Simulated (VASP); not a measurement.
# SnIr3 (P6_3/mmc) in VASP: single point with PBE

Aim: the single point of SnIr3 with PBE.

All numbers are computed with VASP 6.6.1; they aren't measurements. Logs are shortened: lines on timing, memory, paths and dates and some standing lists are left out, and cuts for length are marked.

### Step 1. The structure

Symmetry: P6_3/mmc, No. 194, hexagonal system. The conventional cell has a = 5.683 Å, b = 5.683 Å, c = 4.541 Å, α = 90.00°, β = 90.00°, γ = 120.00°. Around Sn (site symmetry -6m2) lie 12 Ir at 2.83 to 2.84 Å. Ir (site symmetry mm2) is surrounded by 8 Ir at 2.77 to 2.91 Å and 4 Sn at 2.83 to 2.84 Å.

The cell comes from a database or a generator and needn't be the stable form of this composition.

### Step 2. Single point, PBE

Contents of INCAR:

```
SYSTEM = SnIr3
PREC = Accurate ; ENCUT = 520
EDIFF = 1E-6 ; ISMEAR = 0
SIGMA = 0.1 ; LREAL = .False.
LASPH = .True. ; NELM = 100
ALGO = Fast ; ISIF = 2
LWAVE = .False. ; LCHARG = .True.
GGA = PE ; LELF = .True.
LVHAR = .True. ; NBANDS = 51
```

Contents of KPOINTS:

```
regular mesh
0
Gamma
  12 12 8
  0 0 0
```

Contents of POSCAR:

```
SnIr3
1.0
    5.6829286585      0.0000000000      0.0000000000
   -2.8414643292      4.9215605861      0.0000000000
    0.0000000000      0.0000000000      4.5408632788
Sn Ir
2 6
Direct
    0.6666666667      0.3333333333      0.2500000000
    0.3333333333      0.6666666667      0.7500000000
    0.3248914221      0.1624457110      0.7500000000
    0.8375542890      0.1624457110      0.7500000000
    0.8375542890      0.6751085779      0.7500000000
    0.6751085779      0.8375542890      0.2500000000
    0.1624457110      0.8375542890      0.2500000000
    0.1624457110      0.3248914221      0.2500000000
```

Potentials or basis: VASP PAW PBE potentials, release 64 (Sn_d, Ir).

Started as:

```bash
$ cat potpaw_PBE.64/Sn_d/POTCAR potpaw_PBE.64/Ir/POTCAR > POTCAR
$ mpirun -np 1 vasp_std > vasp.out
```

OUTCAR:

```text
SYSTEM = SnIr3
   PREC = Accurate
   ENCUT = 520
   EDIFF = 1E-6
   ISMEAR = 0
   LREAL = .False.
   LASPH = .True.
   NELM = 100
   ISIF = 2
   GGA = PE

 ion  position               nearest neighbor table
   1  0.667  0.333  0.250-   5 2.83   5 2.83   4 2.83   4 2.83   3 2.83   3 2.83   6 2.84   8 2.84
                             7 2.84   7 2.84   6 2.84   8 2.84
   2  0.333  0.667  0.750-   8 2.83   8 2.83   7 2.83   7 2.83   6 2.83   6 2.83   3 2.84   5 2.84
                             4 2.84   4 2.84   3 2.84   5 2.84
   3  0.325  0.162  0.750-   5 2.77   4 2.77   7 2.78   7 2.78   8 2.78   8 2.78   1 2.83   1 2.83
                             2 2.84   2 2.84   5 2.91   4 2.91
   4  0.838  0.162  0.750-   5 2.77   3 2.77   6 2.78   6 2.78   8 2.78   8 2.78   1 2.83   1 2.83
                             2 2.84   2 2.84   5 2.91   3 2.91
   5  0.838  0.675  0.750-   4 2.77   3 2.77   7 2.78   7 2.78   6 2.78   6 2.78   1 2.83   1 2.83
                             2 2.84   2 2.84   4 2.91   3 2.91
   6  0.675  0.838  0.250-   8 2.77   7 2.77   4 2.78   4 2.78   5 2.78   5 2.78   2 2.83   2 2.83
                             1 2.84   1 2.84   8 2.91   7 2.91
   7  0.162  0.838  0.250-   8 2.77   6 2.77   3 2.78   3 2.78   5 2.78   5 2.78   2 2.83   2 2.83
                             1 2.84   1 2.84   8 2.91   6 2.91
   8  0.162  0.325  0.250-   7 2.77   6 2.77   4 2.78   4 2.78   3 2.78   3 2.78   2 2.83   2 2.83
                             1 2.84   1 2.84   7 2.91   6 2.91

  LATTYP: Found a hexagonal cell.
 ALAT       =     5.6829286585
 C/A-ratio  =     0.7990357704

  Lattice vectors:

 A1 = (   5.6829286585,   0.0000000000,   0.0000000000)
 A2 = (  -2.8414643292,   4.9215605861,   0.0000000000)
 A3 = (   0.0000000000,   0.0000000000,   4.5408632788)

Analysis of symmetry for initial positions (statically):
=====================================================================
 Subroutine PRICEL returns:
 Original cell was already a primitive cell.

 Routine SETGRP: Setting up the symmetry group for a
 hexagonal supercell.

 Subroutine GETGRP returns: Found 24 space group operations
 (whereof 12 operations were pure point group operations)
 out of a pool of 24 trial point group operations.

The static configuration has the point symmetry D_3d.
 The point group associated with its full space group is D_6h.

Analysis of symmetry for dynamics (positions and initial velocities):
=====================================================================
 Subroutine PRICEL returns:
 Original cell was already a primitive cell.

 Routine SETGRP: Setting up the symmetry group for a
 hexagonal supercell.
[... 127 lines left out ...]
   TEBEG  =    0.0;   TEEND  =   0.0 temperature during run
   PSTRESS=    0.0 pullay stress
   NELECT =      82.0000    total number of electrons
   NUPDOWN=      -1.0000    fix difference up-down
   EMIN   =  10.00;   EMAX   =-10.00  energy-range for DOS
   EFERMI =   0.00;   METHOD = LEGACY
   ISMEAR =     0;   SIGMA  =   0.10  broadening in eV -4-tet -1-fermi 0-gaus
   EFERMI_NEDOS =   21; number of points for ismear=-14 and -15
   IALGO  =     68    algorithm
   IMIX   =      4    mixing-type and parameters
     AMIX     =   0.40;   BMIX     =  1.00
     AMIX_MAG =   1.60;   BMIX_MAG =  1.00
  volume/ion in A,a.u.               =      15.88       107.13
  Fermi-wavevector in a.u.,A,eV,Ry     =   1.414952  2.673871 27.240067  2.002088
  Thomas-Fermi vector in A             =   2.536441
   LORBIT       =      0    0 simple, 1 ext, 2 COOP (PROOUT), +10 PAW based schemes
   GGA     = PE    functional components
   LHFCALC =     F    Hartree Fock is set to
   AEXX    =    0.0000 exact exchange contribution
   IVDW    =     0    specifies the selected vdW correction
   LEPSILON=     F    determine dielectric tensor
   LRPA    =     F    only Hartree local field effects (RPA)
 non-spin polarized calculation
 RMM-DIIS sequential band-by-band and
 Gauss-broadening in eV      SIGMA  =   0.10
  energy-cutoff  :      520.00
  volume of cell :      127.00
 maximum number of plane-waves:      3449
   NGX = 21   NGY = 21   NGZ = 17

 number of electron      82.0000015 magnetization

 Free energy of the ion-electron system (eV)
  ---------------------------------------------------
  ext. energy  EPLUGINS =         0.00000000
  ---------------------------------------------------
  free energy    TOTEN  =       -60.24017778 eV

  energy without entropy =      -60.21005243  energy(sigma->0) =      -60.22511511

 E-fermi :  10.1701     XC(G=0): -13.2358

 val. band max:       10.1645545352   @ k =   0.3333   0.2500   0.3750
 cond. band min:      10.1779034588   @ k =   0.1667   0.1667   0.5000
 fundamental gap:      0.0133489236
 Fermi energy:        10.1701050161

 k-point     1 :       0.0000    0.0000    0.0000
  band No.  band energies     occupation
      1     -11.3095      2.00000
      2     -11.3095      2.00000
      3     -11.2985      2.00000
      4     -11.2985      2.00000
      5     -11.2970      2.00000
      6     -11.2952      2.00000
[... 1285 lines left out ...]
     50      14.8816      0.00000
     51      15.8144      0.00000

 [... further k-points ...]

------------------------ aborting loop because EDIFF is reached ----------------------------------------

  FORCE on cell =-STRESS in cart. coord.  units (eV):
  Direction    XX          YY          ZZ          XY          YZ          ZX
  --------------------------------------------------------------------------------------
  -------------------------------------------------------------------------------------
  Total        0.2591835      0.2591835      0.2995635      0.0000000      0.0000000      0.0000000
  in kB        3.2696741      3.2696741      3.7790796      0.0000000      0.0000000      0.0000000
  external PRESSURE =       3.4394760 kB  Pullay stress =       0.0000000 kB

 VOLUME and BASIS-vectors are now :
 -----------------------------------------------------------------------------
  energy-cutoff  :      520.00
  volume of cell :      127.00
      direct lattice vectors                 reciprocal lattice vectors
     5.682928658  0.000000000  0.000000000     0.175965609  0.101593791  0.000000000
    -2.841464329  4.921560586  0.000000000     0.000000000  0.203187583  0.000000000
     0.000000000  0.000000000  4.540863279     0.000000000  0.000000000  0.220222442

 POSITION                                       TOTAL-FORCE (eV/Angst)
 -----------------------------------------------------------------------------------
      2.84146      1.64052      1.13522         0.000000      0.000000     -0.000000
     -0.00000      3.28104      3.40565         0.000000     -0.000000     -0.000000
      1.38475      0.79949      3.40565         0.009601      0.005543     -0.000000
      4.29818      0.79949      3.40565        -0.009601      0.005543      0.000000
      2.84146      3.32259      3.40565        -0.000000     -0.011086     -0.000000
      1.45671      4.12207      1.13522        -0.009601     -0.005543      0.000000
     -1.45671      4.12207      1.13522         0.009601     -0.005543     -0.000000
     -0.00000      1.59897      1.13522         0.000000      0.011086      0.000000
 -----------------------------------------------------------------------------------
    total drift:                               -0.000000      0.000000      0.000000

  FREE ENERGIE OF THE ION-ELECTRON SYSTEM (eV)
  ---------------------------------------------------
  free  energy   TOTEN  =       -60.2401777828 eV

  energy  without entropy=      -60.2100524338  energy(sigma->0) =      -60.22511511
```

OSZICAR:

```text
N       E                     dE             d eps       ncg     rms          rms(c)
DAV:   1     0.107998119534E+04    0.10800E+04   -0.35710E+04 10061   0.220E+03
DAV:   2     0.965679590018E+02   -0.98341E+03   -0.95494E+03  9690   0.655E+02
DAV:   3    -0.510761267680E+02   -0.14764E+03   -0.13478E+03 10503   0.226E+02
DAV:   4    -0.625522770481E+02   -0.11476E+02   -0.10949E+02 11667   0.671E+01
DAV:   5    -0.628997879628E+02   -0.34751E+00   -0.34543E+00 11695   0.107E+01    0.288E+01
RMM:   6    -0.604681627061E+02    0.24316E+01   -0.48639E+00 10713   0.140E+01    0.111E+01
RMM:   7    -0.602628110934E+02    0.20535E+00   -0.27617E+00 11623   0.699E+00    0.386E+00
RMM:   8    -0.602297273518E+02    0.33084E-01   -0.44680E-01 11176   0.468E+00    0.190E+00
RMM:   9    -0.602433479588E+02   -0.13621E-01   -0.19789E-01 14188   0.155E+00    0.495E-01
RMM:  10    -0.602393390865E+02    0.40089E-02   -0.30944E-02 12088   0.122E+00    0.411E-01
RMM:  11    -0.602400809084E+02   -0.74182E-03   -0.83460E-03 13113   0.313E-01    0.803E-02
RMM:  12    -0.602401840799E+02   -0.10317E-03   -0.18731E-03 13796   0.169E-01    0.937E-02
RMM:  13    -0.602401880238E+02   -0.39438E-05   -0.43041E-04 15645   0.986E-02    0.415E-02
RMM:  14    -0.602401759813E+02    0.12042E-04   -0.16149E-04 12444   0.781E-02    0.137E-02
RMM:  15    -0.602401768618E+02   -0.88046E-06   -0.48683E-05 14385   0.329E-02    0.584E-03
RMM:  16    -0.602401777828E+02   -0.92100E-06   -0.91598E-06 13428   0.122E-02
   1 F= -.60240178E+02 E0= -.60225115E+02  d E =-.301253E-01
```

Run time: 12 min. Hardware: 1 thread of Intel Xeon Platinum 8259CL at 2.50GHz (Skylake/Cascade Lake), shared host; peak memory 0.58 GiB.

Results:

```yaml
Free_energy: -60.2402 eV
Pressure: 0.3 GPa
Largest_force: 0.011 eV/Å
Band_gap_on_the_k_mesh: none (metal or under the smearing width)
```

Forces in eV/Å, atoms in the order of the input:
```
Sn   0.000  0.000  0.000
Sn   0.000  0.000  0.000
Ir   0.010  0.006  0.000
Ir  -0.010  0.006  0.000
Ir   0.000 -0.011  0.000
Ir  -0.010 -0.006  0.000
Ir   0.010 -0.006  0.000
Ir   0.000  0.011  0.000
```
